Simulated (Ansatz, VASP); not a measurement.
## BaAlF4: VASP beside Ansatz

The input INCAR:

```
PREC = Accurate ; ENCUT = 520
EDIFF = 1E-6 ; ISMEAR = -1
SIGMA = 0.1 ; LREAL = F
LASPH = T ; NELM = 60
ALGO = Normal ; ISIF = 2
LWAVE = F ; LCHARG = T
GGA = PE ; LELF = T
LVHAR = T ; NBANDS = 30
```

File KPOINTS:

```
regular mesh
0
Gamma
  5 5 3
```

POSCAR

```
BaAlF4
1.0
    3.5932090000      0.0000000000      0.0000000000
    0.0000000000      3.5932090000      0.0000000000
    0.0000000000      0.0000000000      6.1933900000
Ba Al F
1 1 4
Direct
    0.5000000000      0.5000000000      0.5000000000
    0.0000000000      0.0000000000      0.0000000000
    0.5000000000      0.0000000000      0.0000000000
    0.0000000000      0.5000000000      0.0000000000
    0.0000000000      0.0000000000      0.2770000000
    0.0000000000      0.0000000000      0.7230000000
```

Input for Ansatz:

```yaml
crystal:
  lattice:
    - [3.593209, 0.0, 0.0]
    - [0.0, 3.593209, 0.0]
    - [0.0, 0.0, 6.19339]
  atoms:
    - { symbol: Ba, position: [0.5, 0.5, 0.5] }
    - { symbol: Al, position: [0.0, 0.0, 0.0] }
    - { symbol: F, position: [0.5, 0.0, 0.0] }
    - { symbol: F, position: [0.0, 0.5, 0.0] }
    - { symbol: F, position: [0.0, 0.0, 0.277] }
    - { symbol: F, position: [0.0, 0.0, 0.723] }
  symmetry: { tolerance: 0.0003 }
kpoints:
  mp_grid: { grid: [5, 5, 3], shift: [0, 0, 0] }
magnetization:
  spin_polarized: false
scf:
  occupations: { method: fermi_dirac }
hamiltonian:
  pseudopotentials: { kind: paw }
  xc: pbe
basis:
  ecutwfc: 420
output:
  forces: true
  stress: true
  eigenvalues: true
```

The cell was built by a generator and needn't be a form met in nature.

Alike in both runs: task single point; functional PBE; k mesh 5 × 5 × 3; no spin polarisation.

```csv
,VASP,Ansatz
version,VASP 6.6.1,Ansatz 0.2.0
potentials or method,"VASP PAW PBE potentials, release 64 (Ba_sv, Al, F)",PAW plane waves
plane-wave cutoff (eV),520,420
occupations,"fermi-dirac, width 0.1 eV",fermi-dirac
valence electrons in the cell,41,41
```

VASP gave:

```
gap on the k mesh at the Fermi level (eV)       : none
pressure (GPa)                                  : 13.7
largest component of the traceless stress (GPa) : 3.22
rms of the force components (eV/Å)              : 0.451
```

**Question.** What did Ansatz give for the same quantities?

**Answer.** gap on the k mesh at the Fermi level (eV): none; pressure (GPa): 13.2; largest component of the traceless stress (GPa): 3.00; rms of the force components (eV/Å): 0.437.

Atom by atom the forces differ by 0.014 eV/Å (rms over components). A gap of «none» marks a metal or a gap that the smearing closes.

Caveats: an odd number of electrons without spin polarisation forces a metal; a magnetic or distorted state may lie lower. Spin-orbit coupling is left out, which matters for the levels of Ba.
